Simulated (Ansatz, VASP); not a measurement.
## TlBi3: VASP beside Ansatz

```
Tl Bi
1.0
     5.03514    0.00000    0.00000
     0.00000    5.03514    0.00000
     0.00000    0.00000    5.03514
Tl Bi
1 3
Cartesian
  0.0000 0.0000 0.0000
  0.0000 2.5176 2.5176
  2.5176 0.0000 2.5176
  2.5176 2.5176 0.0000
```

The cell comes from a database or a generator and needn't be the stable form of this composition.

Alike in both runs: task single point; functional LDA; k mesh 5 × 5 × 5; no spin polarisation.

```csv
,VASP,Ansatz
version,VASP 6.6.1,Ansatz 0.2.0
potentials or method,"VASP PAW LDA potentials, release 64 (Tl_d, Bi_d)","plane waves, PAW"
plane-wave cutoff (eV),520,450
occupations,"methfessel-paxton of order 1, width 0.01 eV","cold, width 0.01 eV"
valence electrons in the cell,58,58
```

```csv
,VASP,Ansatz,Ansatz less VASP
pressure (GPa),-3.9,-3.9,-0.04
```

Ansatz warned: «stress_scf_threshold_loose».
